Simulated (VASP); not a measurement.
Here is the system:

```
CELL_PARAMETERS angstrom
      2.09800    -5.24701     0.00000
      2.09800     5.24701     0.00000
      0.00000     0.00000     3.89018
ATOMIC_POSITIONS crystal
  Y  0.13839 0.86161 0.25000
  Y  0.86161 0.13839 0.75000
  Ge 0.41539 0.58461 0.25000
  Ge 0.58461 0.41539 0.75000
```

Computed with LDA (Ceperley-Alder, Perdew-Zunger), VASP's LDA PAW potentials (set 64) (plane waves; VASP 6.6.1). Settings: 400 eV cut-off, Gaussian smearing of 0.050 eV, potentials Y_sv Ge_d.

### Question
Estimate the band gap (along the path) with the smallest direct gap where there is one.

### Answer

```
Quantity                                                     Result
-------------------------  ----------------------------------------
band gap (along the path)  none (metal, semimetal or under 0.01 eV)
```

Total energies compare only between runs with the same potentials, cut-off and functional.

The structure comes from a computed database's YGe entry (Cmcm); how it stands against other phases isn't given here. It was relaxed first, which changed the volume by -6 %.
